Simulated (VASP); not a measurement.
These are PBEsol GGA, VASP's PBE PAW potentials (set 64) (plane waves; VASP 6.6.1) values and carry that method's errors.

A VASP calculation is set up with these files.

### POSCAR
```
Cd4S3Se
1
    5.8903331872    -0.0000000000    -0.0000000000
    0.0000000000     5.8903331872     0.0000000000
   -0.0000000000    -0.0000000000     5.8903331872
Cd Se S
4 1 3
Direct
  0.9938767660   0.9938767660   0.9938767660
  0.5061232340   0.5061232340   0.9938767660
  0.5061232340   0.9938767660   0.5061232340
  0.9938767660   0.5061232340   0.5061232340
  0.2500000000   0.2500000000   0.2500000000
  0.7500000000   0.7500000000   0.2500000000
  0.7500000000   0.2500000000   0.7500000000
  0.2500000000   0.7500000000   0.7500000000
```

**INCAR**
```
SYSTEM = Cd4S3Se
PREC = Accurate; ENCUT = 400; LREAL = F
LASPH = T; ICHARG = 11
EDIFF = 1E-7; NELM = 100; ALGO = Normal
LMAXMIX = 4
ISMEAR = 0; SIGMA = 0.05
GGA = PS
LWAVE = F; LCHARG = F; LORBIT = 11
```

KPOINTS:
```
k-points along high-symmetry lines
15
Line-mode
Reciprocal
  0.000000   0.000000   0.000000 ! GAMMA
  0.000000   0.500000   0.000000 ! X

  0.000000   0.500000   0.000000 ! X
  0.500000   0.500000   0.000000 ! M

  0.500000   0.500000   0.000000 ! M
  0.000000   0.000000   0.000000 ! GAMMA

  0.000000   0.000000   0.000000 ! GAMMA
  0.500000   0.500000   0.500000 ! R

  0.500000   0.500000   0.500000 ! R
  0.000000   0.500000   0.000000 ! X

  0.500000   0.500000   0.500000 ! R
  0.500000   0.500000   0.000000 ! M
```

POTCAR, in this order: Cd Se S (PBE.64 set). Program: vasp_std. Read from the step before: CHGCAR.

What VASP printed:

**OSZICAR**
```
       N       E                     dE             d eps       ncg     rms          rms(c)
DAV:   1     0.445794847444E+03    0.44579E+03   -0.30982E+04  7820   0.125E+03
DAV:   2     0.738359217633E+00   -0.44506E+03   -0.43714E+03  8741   0.343E+02
DAV:   3    -0.254250087889E+02   -0.26163E+02   -0.26009E+02  9077   0.819E+01
DAV:   4    -0.257547251858E+02   -0.32972E+00   -0.32931E+00  8618   0.860E+00
DAV:   5    -0.257606557379E+02   -0.59306E-02   -0.59288E-02  9038   0.108E+00
DAV:   6    -0.257607966559E+02   -0.14092E-03   -0.14091E-03  8701   0.168E-01
DAV:   7    -0.257608012284E+02   -0.45724E-05   -0.45720E-05  9023   0.277E-02
DAV:   8    -0.257608013948E+02   -0.16649E-06   -0.16645E-06  7335   0.507E-03
DAV:   9    -0.257608014020E+02   -0.71859E-08   -0.70675E-08  6108   0.111E-03
   1 F= -.25760801E+02 E0= -.25760801E+02  d E =-.174031E-10
```

### OUTCAR
```
 val. band max:        1.1425009220   @ k =   0.0000   0.0000   0.0000

 cond. band min:       1.9876130811   @ k =   0.0000   0.0000   0.0000



 k-point     1 :       0.0000    0.0000    0.0000
  band No.  band energies     occupation
      1     -11.3328      2.00000
      2     -10.7959      2.00000
      3     -10.7578      2.00000
      4     -10.7578      2.00000
      5      -6.6597      2.00000
      6      -6.6597      2.00000
      7      -6.6597      2.00000
      8      -6.4545      2.00000
      9      -6.4545      2.00000
     10      -6.4545      2.00000
     11      -6.3379      2.00000
     12      -6.3379      2.00000
     13      -6.3379      2.00000
     14      -6.3128      2.00000
     15      -6.3128      2.00000
     16      -6.3128      2.00000
     17      -6.1987      2.00000
     18      -6.1987      2.00000
     19      -6.1157      2.00000
     20      -6.1157      2.00000
     21      -6.1157      2.00000
     22      -5.8230      2.00000
     23      -5.7486      2.00000
     24      -5.7486      2.00000
     25      -2.9346      2.00000
     26      -2.9346      2.00000
     27      -2.9346      2.00000
     28      -0.8695      2.00000
     29      -0.8695      2.00000
     30      -0.8695      2.00000
     31      -0.7124      2.00000
     32      -0.7124      2.00000
     33      -0.7124      2.00000
     34       1.1425      2.00000
     35       1.1425      2.00000
     36       1.1425      2.00000
     37       1.9876      0.00000
     38       4.2057      0.00000
     39       4.5154      0.00000
     40       4.5154      0.00000
     41       5.2249      0.00000
     42       5.2249      0.00000
     43       5.2249      0.00000

 k-point     2 :       0.0000    0.0357    0.0000
  band No.  band energies     occupation
      1     -11.3310      2.00000
      2     -10.7966      2.00000
      3     -10.7589      2.00000
      4     -10.7578      2.00000
      5      -6.6590      2.00000
      6      -6.6589      2.00000
...
```

The density is held fixed in this step, so its total energy and stress have no physical meaning.

The structure was generated: Cd4S3Se was put into an ordered model structure (P-43m), which need not be its known phase. It was relaxed first.
